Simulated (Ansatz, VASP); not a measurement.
**Ag (Ag wire along [111], 7 atoms a period) in two plane-wave programs**

One calculation is typed for both programs; each brings its own data sets. How far apart do they land? Of the first pair: The structure shown is the start of the Ansatz relaxation below; VASP solves that cell, so the two are compared at the walk's first step.

Method: plane waves, with VASP 6.6.1 beside it; single point at PBE, in Ansatz 0.2.0.

### Step 1. Starting point

The cell holds 7 atoms: 7 Ag. Its edges and angles: a = 9.734 Å, b = 10.188 Å, c = 7.188 Å, α = 90.0°, β = 90.0°, γ = 90.0°. Vacuum lies along a and b. The structure's axis is c.

### Step 2. Ansatz: relaxation, PBE

Ansatz runs on its PAW soft_1 files.

The two programs are compared at the cell with which this relaxation starts, whose forces are those of its first step.

Contents of input.yaml:

```yaml
crystal:
  lattice:
    - [9.734, 0.0, 0.0]
    - [0.0, 10.188, 0.0]
    - [0.0, 0.0, 7.1880108514]
  atoms:
    - { symbol: Ag, position: [0.500025331, 0.500022615, 0.0] }
    - { symbol: Ag, position: [0.349291144, 0.416874284, 0.333333333] }
    - { symbol: Ag, position: [0.500025331, 0.666319279, 0.333333333] }
    - { symbol: Ag, position: [0.650759517, 0.416874284, 0.333333333] }
    - { symbol: Ag, position: [0.349291144, 0.583170947, 0.666666667] }
    - { symbol: Ag, position: [0.500025331, 0.333725952, 0.666666667] }
    - { symbol: Ag, position: [0.650759517, 0.583170947, 0.666666667] }
kpoints:
  mp_grid: { grid: [1, 1, 12] }
scf:
  occupations: { method: fermi_dirac, width: 0.05 }
hamiltonian:
  xc: pbe
  pseudopotentials: { kind: paw, azcp: { folder: soft_1 } }
relax:
  cell: { fix: [a, b, alpha, beta, gamma] }
  max_steps: 45
  f_tol: 0.03
```

Launch:

```bash
$ ansatz run input.yaml --threads 4 --pin off --max-ram 16384MiB --backend cpu --events-out ev --progress --plain --runs-dir out
```

Numbers of over 12 decimals in the logs are rounded to 6 here.

Log:

```text
Engine: ansatz 0.2.0, x86_64-unknown-linux-gnu
Pseudopotentials: kind: paw
Pseudopotential: Ag, paw, valence charge 19, recommended cutoff 420 eV (normal), soft_1/Ag.paw.azcp
Functional definition: PBE
  parameter kappa = 0.804
  parameter beta = 0.066725
  exchange = pbe_x(kappa = kappa, mu = beta*pi^2/3)
  correlation = pbe_c(beta = beta)
Crystal: 7 atoms, lattice volume = 712.835 Å³
Basis set: ecut = 420 eV, 13927 PW (Γ), exchange–correlation on 144×144×100 points (8 copies of the dense FFT grid, shifted against one another)
Bands: 80, of which v1, the nominal top of the filled ones, is band 67 counted from 1 (66 counted from 0)
Symmetry: 4 space group operations
Space group: P2/m (ITA 10), of the structure as read, at distance tolerance 8.9e-5 Å
k-points: 7 of 12
Non-local potential: Ag, projectors of the file, l = 0: 3, l = 1: 2, l = 2: 2, l = 3: 1
PAW form: soft (Blöchl's): semilocal exchange-correlation on the pseudo side does not see the compensation charge
PAW one-centre angular grid: Ag, 590 points (default); XC on 64 Gauss nodes
Initial density: superposition of atomic densities (neutral atoms: chi_scale 0, normalization atom)
Initial wavefunctions: pseudopotential atomic-orbital guess
Functional: x = pbe(κ = 0.804, μ = 0.219515), c = pbe(β = 0.066725)
iter 1 solved again at ethr=2.16e-3 eV; its pass at ethr=3.10e-3 eV (dr2=2.88e0 eV) is discarded
SCF iter   1: F=—  HF=-53128.180474 eV  |F-HF|=—  |Δ(HF+E_count)|=         —  Δρ=1.55e-2  dr2=3.07e0  ethr=2.16e-3  ⟨swp⟩=2.3  Hψ=3004  notcnv=0
preconditioner: auto → LDOS  [metal: Δε(μ)=0.079 eV  Ē_g=6.516 eV  σ=0.050 eV  W_gap=0.37  n_scr=108 (ndim 8)  ℏωp=12.2 eV  f_vac=0.687  D(μ)=7.02/eV (n_scr^D=30)  β→1.0]
SCF iter   2: F=—  HF=-53128.258313 eV  |F-HF|=—  |Δ(HF+E_count)|=   7.78e-2  Δρ=2.09e-2  dr2=3.29e0  ethr=2.16e-3  ⟨swp⟩=3.6  Hψ=1339  notcnv=0  defer=6
SCF iter   3: F=—  HF=-53127.368922 eV  |F-HF|=—  |Δ(HF+E_count)|=   8.89e-1  Δρ=2.21e-3  dr2=3.05e-2  ethr=2.16e-3  ⟨swp⟩=2.1  Hψ=975  notcnv=0  defer=34
SCF iter   4: F=—  HF=-53127.391565 eV  |F-HF|=—  |Δ(HF+E_count)|=   2.26e-2  Δρ=1.35e-3  dr2=1.97e-2  ethr=2.30e-5  ⟨swp⟩=2.0  Hψ=1052  notcnv=0  defer=34
SCF iter   5: F=—  HF=-53127.388029 eV  |F-HF|=—  |Δ(HF+E_count)|=   3.54e-3  Δρ=3.38e-4  dr2=1.17e-3  ethr=1.48e-5  ⟨swp⟩=2.0  Hψ=828  notcnv=0  defer=34
SCF iter   6: F=—  HF=-53127.388537 eV  |F-HF|=—  |Δ(HF+E_count)|=   5.07e-4  Δρ=9.36e-5  dr2=9.93e-5  ethr=8.82e-7  ⟨swp⟩=2.0  Hψ=799  notcnv=0  defer=34
SCF iter   7: F=—  HF=-53127.388604 eV  |F-HF|=—  |Δ(HF+E_count)|=   6.76e-5  Δρ=5.25e-5  dr2=2.81e-5  ethr=7.47e-8  ⟨swp⟩=2.3  Hψ=836  notcnv=0  defer=34
SCF iter   8: F=—  HF=-53127.388603 eV  |F-HF|=—  |Δ(HF+E_count)|=   1.26e-6  Δρ=1.64e-5  dr2=1.91e-6  ethr=2.12e-8  ⟨swp⟩=2.0  Hψ=945  notcnv=0  defer=34
SCF iter   9: F=—  HF=-53127.388605 eV  |F-HF|=—  |Δ(HF+E_count)|=   1.80e-6  Δρ=6.77e-6  dr2=3.02e-7  ethr=1.43e-9  ⟨swp⟩=2.0  Hψ=799  notcnv=0  defer=34
SCF iter  10: F=-53127.388605 eV  HF=-53127.388605 eV  |F-HF|=7.17e-8  |Δ(HF+E_count)|=   1.81e-8  Δρ=3.24e-6  dr2=9.45e-8  ethr=7.52e-11  ⟨swp⟩=4.0  Hψ=1795  notcnv=0
SCF 1 converged in 10 iterations: F = -53127.388605 eV  dr2 = 9.45e-8
  greatest PAW one-centre occupation: 1.001 electrons in one spin orbital (limit 2), on the Ag atom at site 0 (counted from 0), in its partial waves of l = 0
relax step   1: F+E_penalty+E_count = -53127.38860467 eV  Δ(F+E_penalty+E_count) = +0.000e0 eV  max|allowed force component| = 5.885e-1 eV/Å  Δτ_max = 0.0000 Å  P = -0.929 GPa  Ω = 712.835 Å³  fix = [a, b, alpha, beta, gamma]  reactions: a -0.579, b -0.597 GPa; alpha -0.007 GPa/rad  (10 SCF iters, dr2 threshold 1.00e-7 eV, accepted)
[...]
relax step   4: F+E_penalty+E_count = -53127.78177472 eV  Δ(F+E_penalty+E_count) = -2.795e-2 eV  max|allowed force component| = 1.267e-2 eV/Å  Δτ_max = 0.0381 Å  P = +0.029 GPa  Ω = 655.951 Å³  energy of the carried Pulay correction = +5.413e-3 eV  fix = [a, b, alpha, beta, gamma]  reactions: a +0.112, b +0.072 GPa; alpha -0.005 GPa/rad  (6 SCF iters, dr2 threshold 4.93e-7 eV, accepted)
[...]
relax step   5: F+E_penalty+E_count = -53127.78335001 eV  Δ(F+E_penalty+E_count) = -1.575e-3 eV  max|allowed force component| = 7.428e-3 eV/Å  Δτ_max = 0.0087 Å  P = +0.064 GPa  Ω = 651.156 Å³  energy of the carried Pulay correction = +5.905e-3 eV  fix = [a, b, alpha, beta, gamma]  reactions: a +0.110, b +0.070 GPa; alpha -0.005 GPa/rad  (7 SCF iters, dr2 threshold 2.36e-8 eV, accepted)
[...]
relax step   6: F+E_penalty+E_count = -53127.77729190 eV  Δ(F+E_penalty+E_count) = +6.058e-3 eV  max|allowed force component| = 8.173e-3 eV/Å  Δτ_max = 0.0000 Å  P = +0.065 GPa  Ω = 651.156 Å³  fix = [a, b, alpha, beta, gamma]  reactions: a +0.112, b +0.071 GPa; alpha -0.005 GPa/rad  stress off target by 1.04e-2 GPa on what of the cell is left free  SCF on the basis re-selected at this cell (its energy is not comparable with the rows above)  (8 SCF iters)
basis re-selected at this cell: Δ(F+E_penalty+E_count) = +6.058e-3 eV, ΔP = +0.001 GPa vs the last step (what re-selecting the basis moved, of the pressure what is left beyond the Pulay correction that the steps carried, after the strain that the cell walked since its last selection, with what the two solves' SCF thresholds leave and, on support functions, any second-order correction that the steps lacked; it is no measure of the basis error at this ecutwfc). The dense FFT grid was sized anew with the basis: this SCF ran on 72×72×45 points, the steps before it on 72×72×50, so part of this shift can come from that change (see relax.cell in the input reference). [rest of the remark cut]
SCF converged after 8 iterations
Free energy (F): -53127.777292 eV
Harris-Foulkes:  -53127.777292 eV  (|F-HF|=0.00e0)
Internal energy: -53127.736828 eV  (E = F + TS)
E sigma→0 (E₀):  -53127.757060 eV
Entropy (-TS):   -0.040464 eV (-5.781 meV/atom)
Fermi energy:    -0.521675 eV
--- Per-component energies (eV) ---
  E_band       = -3899.556728
  E_kinetic    = 3279.659171
  E_local      = -55970.343627  (includes V_loc(G=0)·N_el)
  E_nonlocal   = 228.512849
  E_hartree    = 26741.127433
  E_xc         = -1103.330335
  E_vxc        = -1394.565552  (∫ρ·V_xc dr)
  E_paw        = -27701.105218  (= ΣΔE_a)
  E_vpaw       = -3525.077878  (= ΣTr[D̂ρ^β])
  E_aug_tail   = 0.002630  (compensation charges beyond the density's cutoff)
  E_ewald      = 1397.740269
  E_smearing   = -0.040464  (= −TS)
  E_closure    = -0.000000  (closes the sum)
  Σ components = -53127.777292   (vs F -53127.777292, Δ=0.00e0)
--- Forces (eV/Å), atoms counted from 1 ---
  atom   1  Ag    -0.00000000     0.00000000     0.00000000
  atom   2  Ag     0.00458650     0.00209029    -0.00783719
  atom   3  Ag    -0.00000000    -0.00405808    -0.00817311
  atom   4  Ag    -0.00458650     0.00209029    -0.00783719
  atom   5  Ag     0.00458650    -0.00209029     0.00783719
  atom   6  Ag     0.00000000     0.00405808     0.00817311
  atom   7  Ag    -0.00458650    -0.00209029     0.00783719
  max |Σ_I F_I| component: 0.00e0 eV/Å
--- Stress (GPa, compression-positive) ---
        0.111690      -0.000000      -0.000000
       -0.000000       0.071492       0.005431
       -0.000000       0.005431       0.010388
  P = ⅓ Tr σ = 0.0645 GPa (0.645 kbar)
--- Relaxed structure (5 steps of the walk, 5 accepted, 1 SCFs on fresh bases) ---
  F+E_penalty+E_count = -53127.77729190 eV   max|allowed force component| = 8.173e-3 eV/Å   (the final SCF, on the basis selected at the relaxed cell)
  cell:  # Å, volume = 651.1564 Å³
    - [9.734, 0.0, 0.0]
    - [0.0, 10.188, 0]
    - [0.0, 0, 6.566063]
  atoms:
    - { symbol: Ag, position: [0.500025, 0.500023, 0] }
    - { symbol: Ag, position: [0.351907, 0.416951, 0.332732] }
    - { symbol: Ag, position: [0.500025, 0.664903, 0.330918] }
    - { symbol: Ag, position: [0.648143, 0.416951, 0.332732] }
    - { symbol: Ag, position: [0.351907, 0.583094, 0.667268] }
    - { symbol: Ag, position: [0.500025, 0.335142, 0.669082] }
    - { symbol: Ag, position: [0.648143, 0.583094, 0.667268] }
```

The column dr2 measures how far the density is from self-consistency, as an energy; F and HF (Harris–Foulkes) agree once it is small.

### Step 3. VASP: single point, PBE, start cell, pair 1

The same cell, functional, mesh and smearing now go to VASP, with its own data sets.

Lines of VASP's logs that name or quote its potential files are left out, and so is its time.

Contents of INCAR:

```
SYSTEM = Ag
PREC = Accurate
ENCUT = 400
EDIFF = 1E-06
NELM = 120
ISMEAR = -1
SIGMA = 0.05
LREAL = .FALSE.
ALGO = Normal
GGA = PE
NBANDS = 47
LASPH = .TRUE.
LORBIT = 11
LWAVE = .FALSE.
LCHARG = .FALSE.
ISIF = 2
GGA_COMPAT = .FALSE.
KPAR = 2
```

Contents of POSCAR:

```
Ag
1.0
    9.7340000000      0.0000000000      0.0000000000
    0.0000000000     10.1880000000      0.0000000000
    0.0000000000      0.0000000000      7.1880110000
Ag
7
Direct
    0.5000000000      0.5000225756      0.0000000000
    0.3492658208      0.4168742148      0.3333333797
    0.5000000000      0.6663192482      0.3333333797
    0.6507341792      0.4168742148      0.3333333797
    0.3492658208      0.5831709365      0.6666666203
    0.5000000000      0.3337259031      0.6666666203
    0.6507341792      0.5831709365      0.6666666203
```

Contents of KPOINTS:

```
Automatic mesh
0
Gamma
1 1 12
0 0 0
```

The projector-augmented-wave data sets are Ag (PBE family, release 64).

Launch:

```bash
$ mpirun -np 2 vasp_std
```

Log:

```text
[banner, memory and clock lines left out]
running    2 mpi-ranks, on    1 nodes
 distrk:  each k-point on    1 cores,    2 groups
 distr:  one band on    1 cores,    1 groups

 POSCAR found type information on POSCAR Ag
 POSCAR found :  1 types and       7 ions
 LDA part: xc-table for (Slater+PW92), standard interpolation
 POSCAR, INCAR and KPOINTS ok, starting setup
 FFT: planning ... GRIDC
 FFT: planning ... GRID_SOFT
 FFT: planning ... GRID
 WAVECAR not read
 entering main loop
       N       E                     dE             d eps       ncg     rms          rms(c)
DAV:   1     0.449410972763E+03    0.44941E+03   -0.24105E+04   658   0.101E+03
DAV:   2     0.286793939498E+02   -0.42073E+03   -0.38294E+03   844   0.210E+02
DAV:   3    -0.122045119705E+02   -0.40884E+02   -0.39690E+02   805   0.630E+01
DAV:   4    -0.129488212588E+02   -0.74431E+00   -0.74314E+00   686   0.944E+00
DAV:   5    -0.129640426816E+02   -0.15221E-01   -0.15219E-01   789   0.145E+00    0.600E+00
DAV:   6    -0.122144594124E+02    0.74958E+00   -0.25678E+00   658   0.834E+00    0.395E+00
DAV:   7    -0.121576682522E+02    0.56791E-01   -0.19709E-01   679   0.167E+00    0.206E+00
DAV:   8    -0.121467917452E+02    0.10877E-01   -0.30216E-02   658   0.607E-01    0.283E-01
DAV:   9    -0.121457296236E+02    0.10621E-02   -0.14863E-03   721   0.255E-01    0.103E-01
DAV:  10    -0.121451655180E+02    0.56411E-03   -0.74810E-04   665   0.123E-01    0.643E-02
DAV:  11    -0.121451701008E+02   -0.45828E-05   -0.13353E-03   658   0.111E-01    0.325E-02
DAV:  12    -0.121454916660E+02   -0.32157E-03   -0.11002E-04   694   0.356E-02    0.179E-02
DAV:  13    -0.121456955408E+02   -0.20387E-03   -0.34158E-05   686   0.201E-02    0.699E-03
DAV:  14    -0.121458814777E+02   -0.18594E-03   -0.13721E-05   658   0.952E-03    0.524E-03
DAV:  15    -0.121460018840E+02   -0.12041E-03   -0.10329E-05   578   0.643E-03    0.184E-03
DAV:  16    -0.121460234564E+02   -0.21572E-04   -0.35543E-06   506   0.397E-03    0.104E-03
DAV:  17    -0.121460241665E+02   -0.71013E-06   -0.17946E-07   444   0.125E-03
   1 F= -.12146024E+02 E0= -.12117666E+02  d E =-.567170E-01
```

From OUTCAR (step 3):

```text
ion  position               nearest neighbor table
   1  0.500  0.500  0.000-   2 2.93   4 2.93   5 2.93   7 2.93   6 2.93   3 2.93
   2  0.349  0.417  0.333-   6 2.93   5 2.93   4 2.93   3 2.93   1 2.93
   3  0.500  0.666  0.333-   5 2.93   7 2.93   2 2.93   4 2.93   1 2.93
   4  0.651  0.417  0.333-   6 2.93   7 2.93   2 2.93   3 2.93   1 2.93
   5  0.349  0.583  0.667-   3 2.93   2 2.93   7 2.93   6 2.93   1 2.93
   6  0.500  0.334  0.667-   2 2.93   4 2.93   5 2.93   7 2.93   1 2.93
   7  0.651  0.583  0.667-   3 2.93   4 2.93   5 2.93   6 2.93   1 2.93

  LATTYP: Found a simple orthorhombic cell.
 ALAT       =     7.1880110000
 B/A-ratio  =     1.3541993745
 C/A-ratio  =     1.4173601014

 Subroutine GETGRP returns: Found  4 space group operations
 (whereof  2 operations were pure point group operations)

The static configuration has the point symmetry C_1h.
 The point group associated with its full space group is C_2h.

 Found      7 irreducible k-points:

   k-points           NKPTS =      7   k-points in BZ     NKDIM =      7   number of bands    NBANDS=     47

   dimension x,y,z NGX =    64 NGY =   70 NGZ =   48
   dimension x,y,z NGXF=   128 NGYF=  140 NGZF=   96

   ENCUT  =  400.0 eV  29.40 Ry    5.42 a.u.  15.87 16.61 11.72*2*pi/ulx,y,z

   NELECT =      77.0000    total number of electrons

 k-points in reciprocal lattice and weights: Automatic mesh
   0.00000000  0.00000000  0.00000000       0.083
   0.00000000  0.00000000  0.08333333       0.167
   0.00000000  0.00000000  0.16666667       0.167
   0.00000000  0.00000000  0.25000000       0.167
   0.00000000  0.00000000  0.33333333       0.167
   0.00000000  0.00000000  0.41666667       0.167
   0.00000000  0.00000000  0.50000000       0.083

 average (electrostatic) potential at core
       1 -80.7273       2 -80.5082       3 -80.5053       4 -80.5082       5 -80.5082
       6 -80.5053       7 -80.5082

 E-fermi :  -2.3131

 k-point     1 :       0.0000    0.0000    0.0000
  band No.  band energies     occupation
    ...
     35      -4.8955      2.00000
     36      -4.8937      2.00000
     37      -2.6138      1.99512
     38      -2.6021      1.99385
     39      -2.4869      1.94000
     40      -1.9292      0.00093
     41      -0.3376      0.00000
     42      -0.1346      0.00000
     43      -0.0365      0.00000
     44       0.9624      0.00000
    ...

 k-point     2 :       0.0000    0.0000    0.0833
  band No.  band energies     occupation
    ...
     35      -4.8953      2.00000
     36      -4.8935      2.00000
     37      -2.7831      1.99983
     38      -2.5969      1.99318
     39      -2.5853      1.99140
     40      -1.5950      0.00000
     41      -0.3575      0.00000
     42      -0.1780      0.00000
     43      -0.0153      0.00000
     44       0.6343      0.00000
    ...

 k-point     3 :       0.0000    0.0000    0.1667
  band No.  band energies     occupation
    ...
     35      -4.8927      2.00000
     36      -4.8910      2.00000
     37      -3.2077      2.00000
     38      -2.5472      1.98167
     39      -2.5356      1.97691
     40      -1.0619      0.00000
     41      -0.4477      0.00000
     42      -0.3348      0.00000
     43       0.0525      0.00000
     44       0.3362      0.00000
    ...

  Total       -2.9700108     -3.0446698     -7.5453732      0.0000000      0.0320470      0.0000000
  in kB       -6.6754355     -6.8432401    -16.9590803      0.0000000      0.0720293      0.0000000
  external PRESSURE =     -10.1592520 kB  Pullay stress =       0.0000000 kB

  energy-cutoff  :      400.00
  volume of cell :      712.83
      direct lattice vectors                 reciprocal lattice vectors
     9.734000000  0.000000000  0.000000000     0.102732690  0.000000000  0.000000000
     0.000000000 10.188000000  0.000000000     0.000000000  0.098154692  0.000000000
     0.000000000  0.000000000  7.188011000     0.000000000  0.000000000  0.139120544

 POSITION                                       TOTAL-FORCE (eV/Angst)
 -----------------------------------------------------------------------------------
      4.86700      5.09423      0.00000         0.000000      0.000000     -0.000000
      3.39975      4.24711      2.39600         0.526336      0.287221      0.193586
      4.86700      6.78846      2.39600         0.000000     -0.594731      0.195134
      6.33425      4.24711      2.39600        -0.526336      0.287221      0.193586
      3.39975      5.94135      4.79201         0.526336     -0.287221     -0.193586
      4.86700      3.40000      4.79201         0.000000      0.594731     -0.195134
      6.33425      5.94135      4.79201        -0.526336     -0.287221     -0.193586
 -----------------------------------------------------------------------------------
    total drift:                                0.000000      0.000003     -0.000000

  FREE ENERGIE OF THE ION-ELECTRON SYSTEM (eV)
  ---------------------------------------------------
  free  energy   TOTEN  =       -12.1460241665 eV

  energy  without entropy=      -12.0893072060  energy(sigma->0) =      -12.11766569

 total charge
# of ion       s       p       d       tot
------------------------------------------
    1        0.399   0.143   9.200   9.741
    2        0.397   0.104   9.243   9.744
    3        0.398   0.104   9.242   9.743
    4        0.397   0.104   9.243   9.744
    5        0.397   0.104   9.243   9.744
    6        0.398   0.104   9.242   9.743
    7        0.397   0.104   9.243   9.744
--------------------------------------------------
tot          2.780   0.765  64.657  68.202

[... 3 further parts left out ...]
```

### Step 4. Comparison

Known differences besides the potentials themselves: the data sets hold 133 valence electrons in Ansatz (on its PAW soft_1 files) and 77 in VASP; the cutoff is 420 eV in Ansatz and 400 eV in VASP. Total energies have different zeros and are not compared.

Forces (eV/Å; atoms numbered as in POSCAR):

| atom | Ansatz x, y, z | VASP x, y, z |
| --- | --- | --- |
| Ag1 | 0.000, 0.000, 0.000 | 0.000, 0.000, 0.000 |
| Ag2 | 0.522, 0.284, 0.191 | 0.526, 0.287, 0.194 |
| Ag3 | 0.000, -0.589, 0.193 | 0.000, -0.595, 0.195 |
| Ag4 | -0.522, 0.284, 0.191 | -0.526, 0.287, 0.194 |
| Ag5 | 0.522, -0.284, -0.191 | 0.526, -0.287, -0.194 |
| Ag6 | 0.000, 0.589, -0.193 | 0.000, 0.595, -0.195 |
| Ag7 | -0.522, -0.284, -0.191 | -0.526, -0.287, -0.194 |

The forces differ by 3.2 meV/Å r.m.s., which is 1.0 % of the r.m.s. force of 0.336 eV/Å (both taken over all components).

[end of part 1 of 2]

[Lines on the potential files, build, host, timing and source positions are cut from VASP's logs without a mark.]

[Logs are printed without paths, hosts, clocks, repeated set-up lines and the standing remarks that a program may print on its own settings, such as how far it seeks lower states.]

[Hosts, paths, dates, database ids (printed as entryN), source tags and the programs' standing remarks are cut or masked in the printed files.]
